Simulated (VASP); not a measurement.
Output of a VASP run:

**OUTCAR**
```
 ion  position               nearest neighbor table
   1  0.000  0.000  0.000-   2 2.17   2 2.17   2 2.17   2 2.17   2 2.17   2 2.17
   2  0.500  0.500  0.500-   1 2.17   1 2.17   1 2.17   1 2.17   1 2.17   1 2.17
  LATTYP: Found a face centered cubic cell.
 ALAT       =     4.3300000000
 Subroutine PRICEL returns:
 Original cell was already a primitive cell.
 Subroutine GETGRP returns: Found 48 space group operations
The static configuration has the point symmetry O_h .
The dynamic configuration has the point symmetry O_h .
 Subroutine INISYM returns: Found 48 space group operations
 Subroutine IBZKPT returns following result:
 Found     84 irreducible k-points:

 Following reciprocal coordinates:
            Coordinates               Weight
  0.000000  0.000000  0.000000      1.000000
  0.076923  0.000000  0.000000      8.000000
  0.153846  0.000000  0.000000      8.000000
  0.230769  0.000000  0.000000      8.000000
  0.307692  0.000000  0.000000      8.000000
  0.384615  0.000000  0.000000      8.000000
  0.461538  0.000000  0.000000      8.000000
  0.076923  0.076923  0.000000      6.000000
  0.153846  0.076923  0.000000     24.000000
  0.230769  0.076923  0.000000     24.000000
  0.307692  0.076923  0.000000     24.000000
  0.384615  0.076923  0.000000     24.000000
  0.461538  0.076923  0.000000     24.000000
 -0.461538  0.076923  0.000000     24.000000
 -0.384615  0.076923  0.000000     24.000000
 -0.307692  0.076923  0.000000     24.000000
 -0.230769  0.076923  0.000000     24.000000
 -0.153846  0.076923  0.000000     24.000000
 -0.076923  0.076923  0.000000     12.000000
  0.153846  0.153846  0.000000      6.000000
  0.230769  0.153846  0.000000     24.000000
  0.307692  0.153846  0.000000     24.000000
  0.384615  0.153846  0.000000     24.000000
  0.461538  0.153846  0.000000     24.000000
 -0.461538  0.153846  0.000000     24.000000
 -0.384615  0.153846  0.000000     24.000000
 -0.307692  0.153846  0.000000     24.000000
 -0.230769  0.153846  0.000000     24.000000
 -0.153846  0.153846  0.000000     12.000000
  0.230769  0.230769  0.000000      6.000000
  0.307692  0.230769  0.000000     24.000000
  0.384615  0.230769  0.000000     24.000000
  0.461538  0.230769  0.000000     24.000000
 -0.461538  0.230769  0.000000     24.000000
 -0.384615  0.230769  0.000000     24.000000
 -0.307692  0.230769  0.000000     24.000000
 -0.230769  0.230769  0.000000     12.000000
  0.307692  0.307692  0.000000      6.000000
  0.384615  0.307692  0.000000     24.000000
  0.461538  0.307692  0.000000     24.000000
   k-points           NKPTS =     84   k-points in BZ     NKDIM =     84   number of bands    NBANDS=     12
   number of dos      NEDOS =    301   number of ions     NIONS =      2
   total plane-waves  NPLWV =  13824
   dimension x,y,z NGX =    24 NGY =   24 NGZ =   24
   dimension x,y,z NGXF=    48 NGYF=   48 NGZF=   48
   ions per type =               1   1
   PREC   = accura    normal or accurate (medium, high low for compatibility)
   ISTART =      0    job   : 0-new  1-cont  2-samecut
   ICHARG =      2    charge: 1-file 2-atom 10-const
   ISPIN  =      1    spin polarized calculation?
   LNONCOLLINEAR =      F non collinear calculations
   LSORBIT =      F    spin-orbit coupling
   INIWAV =      1    electr: 0-lowe 1-rand  2-diag
   ENCUT  =  520.0 eV  38.22 Ry    6.18 a.u.   5.69  5.69  5.69*2*pi/ulx,y,z
   NELM   =    100;   NELMIN=  2; NELMDL= -5     # of ELM steps
   EDIFF  = 0.1E-05   stopping-criterion for ELM
   LREAL  =      F    real-space projection
   NLSPLINE    = F    spline interpolate recip. space projectors
   LMAXMIX     =    4 max onsite mixed and CHGCAR
   VOSKOWN=      0    Vosko Wilk Nusair interpolation
   EDIFFG = -.1E-01   stopping-criterion for IOM
   NSW    =     60    number of steps for IOM
   NBLOCK =      1;   KBLOCK =     60    inner block; outer block
   IBRION =      2    ionic relax: 0-MD 1-quasi-New 2-CG
...
```

### OSZICAR
```
...
DAV:   1     0.113806380262E+03    0.11381E+03   -0.84742E+03  2016   0.159E+03
DAV:   2    -0.154375710789E+02   -0.12924E+03   -0.12322E+03  2108   0.375E+02
DAV:   3    -0.247577075687E+02   -0.93201E+01   -0.89146E+01  2644   0.960E+01
DAV:   4    -0.252066263513E+02   -0.44892E+00   -0.44843E+00  2672   0.201E+01
DAV:   5    -0.252184190191E+02   -0.11793E-01   -0.11792E-01  2720   0.295E+00    0.189E+01
DAV:   6    -0.204161537299E+02    0.48023E+01   -0.30406E+01  2412   0.699E+01    0.690E+00
DAV:   7    -0.198402982953E+02    0.57586E+00   -0.43461E+00  2424   0.269E+01    0.498E+00
DAV:   8    -0.197954355660E+02    0.44863E-01   -0.17365E-01  2152   0.581E+00    0.253E+00
DAV:   9    -0.197980919754E+02   -0.26564E-02   -0.11588E-01  2288   0.402E+00    0.895E-01
DAV:  10    -0.197936371187E+02    0.44549E-02   -0.17139E-02  2568   0.205E+00    0.506E-01
DAV:  11    -0.197926881764E+02    0.94894E-03   -0.69533E-03  2268   0.119E+00    0.120E-01
DAV:  12    -0.197925685274E+02    0.11965E-03   -0.67015E-04  2184   0.422E-01    0.333E-02
DAV:  13    -0.197925529532E+02    0.15574E-04   -0.46472E-05  2996   0.982E-02    0.101E-02
DAV:  14    -0.197925526276E+02    0.32558E-06   -0.22511E-06  2052   0.180E-02
   1 F= -.19792553E+02 E0= -.19792470E+02  d E =-.197926E+02
       N       E                     dE             d eps       ncg     rms          rms(c)
DAV:   1    -0.203384817261E+02   -0.54593E+00   -0.12970E+01  2044   0.582E+01    0.743E+00
DAV:   2    -0.198430088059E+02    0.49547E+00   -0.21081E+00  2160   0.244E+01    0.198E+00
DAV:   3    -0.197702037903E+02    0.72805E-01   -0.31173E-01  2292   0.574E+00    0.825E-01
DAV:   4    -0.197706787047E+02   -0.47491E-03   -0.12996E-01  2176   0.385E+00    0.496E-01
DAV:   5    -0.197780189798E+02   -0.73403E-02   -0.11291E-02  2400   0.121E+00    0.213E-01
DAV:   6    -0.197832210918E+02   -0.52021E-02   -0.11107E-02  3136   0.544E-01    0.162E-01
DAV:   7    -0.197837773496E+02   -0.55626E-03   -0.94184E-04  2212   0.290E-01    0.188E-02
DAV:   8    -0.197837415839E+02    0.35766E-04   -0.83388E-05  2276   0.937E-02    0.394E-02
DAV:   9    -0.197837831901E+02   -0.41606E-04   -0.51297E-05  2136   0.803E-02    0.541E-03
DAV:  10    -0.197837833145E+02   -0.12432E-06   -0.11589E-05  2880   0.224E-02    0.478E-03
DAV:  11    -0.197837833135E+02    0.97270E-09   -0.16344E-07  1072   0.441E-03
   2 F= -.19783783E+02 E0= -.19783634E+02  d E =0.876931E-02
       N       E                     dE             d eps       ncg     rms          rms(c)
DAV:   1    -0.200012012564E+02   -0.21742E+00   -0.44562E+00  2036   0.354E+01    0.462E+00
DAV:   2    -0.198377687565E+02    0.16343E+00   -0.10837E+00  2228   0.161E+01    0.136E+00
DAV:   3    -0.197958364583E+02    0.41932E-01   -0.16258E-01  2300   0.465E+00    0.498E-01
DAV:   4    -0.197971204043E+02   -0.12839E-02   -0.46700E-02  2164   0.215E+00    0.287E-01
DAV:   5    -0.198013380601E+02   -0.42177E-02   -0.62447E-03  2620   0.689E-01    0.105E-01
DAV:   6    -0.198021484223E+02   -0.81036E-03   -0.22304E-03  2844   0.259E-01    0.761E-02
DAV:   7    -0.198022586167E+02   -0.11019E-03   -0.74771E-04  2460   0.266E-01    0.987E-02
DAV:   8    -0.198022893317E+02   -0.30715E-04   -0.24670E-04  2084   0.201E-01    0.981E-03
DAV:   9    -0.198022933799E+02   -0.40481E-05   -0.80307E-06  2444   0.277E-02    0.854E-03
DAV:  10    -0.198022925964E+02    0.78348E-06   -0.23247E-06  1828   0.120E-02
   3 F= -.19802293E+02 E0= -.19802184E+02  d E =-.973997E-02
```

File OUTCAR:
```
------------------------ aborting loop because EDIFF is reached ----------------------------------------
  FORCE on cell =-STRESS in cart. coord.  units (eV):
  Direction    XX          YY          ZZ          XY          YZ          ZX
  --------------------------------------------------------------------------------------
  Total       -0.0042604     -0.0042604     -0.0042604      0.0000000     -0.0000000     -0.0000000
  in kB       -0.3445988     -0.3445988     -0.3445988      0.0000000     -0.0000000     -0.0000000
  external PRESSURE =      -0.3445988 kB  Pullay stress =       0.0000000 kB
  volume of cell :       19.81
      direct lattice vectors                 reciprocal lattice vectors
    -0.000000000  2.147531364  2.147531364    -0.232825470  0.232825470  0.232825470
     2.147531364  0.000000000  2.147531364     0.232825470 -0.232825470  0.232825470
     2.147531364  2.147531364  0.000000000     0.232825470  0.232825470 -0.232825470
 POSITION                                       TOTAL-FORCE (eV/Angst)
 -----------------------------------------------------------------------------------
     -0.00000      0.00000      0.00000        -0.000000     -0.000000     -0.000000
      2.14753      2.14753      2.14753         0.000000      0.000000      0.000000
 -----------------------------------------------------------------------------------
    total drift:                                0.000000     -0.000000     -0.000000
  FREE ENERGIE OF THE ION-ELECTRON SYSTEM (eV)
  ---------------------------------------------------
  free  energy   TOTEN  =       -19.8022925964 eV

  energy  without entropy=      -19.8019654178  energy(sigma->0) =      -19.80218354

 reached required accuracy - stopping structural energy minimisation
```
(Selected blocks of OUTCAR.)

POSCAR:
```
TiC
1
    0.0000000000     2.1650000000     2.1650000000
    2.1650000000     0.0000000000     2.1650000000
    2.1650000000     2.1650000000     0.0000000000
Ti C
1 1
Direct
  0.0000000000   0.0000000000   0.0000000000
  0.5000000000   0.5000000000   0.5000000000
```

**Question.** Reconstruct the remaining input files.

**Answer.** Several could match; the one computed here: the input of the run itself, PBEsol GGA, plane waves, VASP's PBE PAW potentials (set 64).

File KPOINTS:
```
Automatic mesh
0
Gamma
13 13 13
0 0 0
```

**INCAR**
```
SYSTEM = TiC
PREC = Accurate
ENCUT = 520
EDIFF = 1E-6
NELM = 100
ALGO = Normal
LREAL = .FALSE.
LASPH = .TRUE.
ISMEAR = 1
SIGMA = 0.1
GGA = PS
LMAXMIX = 4
LWAVE = .FALSE.
LCHARG = .FALSE.
IBRION = 2
ISIF = 3
NSW = 60
EDIFFG = -0.01
```

POTCAR, in this order: Ti_sv C (PBE.64 set). Program: vasp_std.

Energy and stress use the plane-wave basis of the starting cell.

The compound is TiC in the rock salt structure. This run relaxes it. Symmetry was kept, so distortions that lower it aren't found.
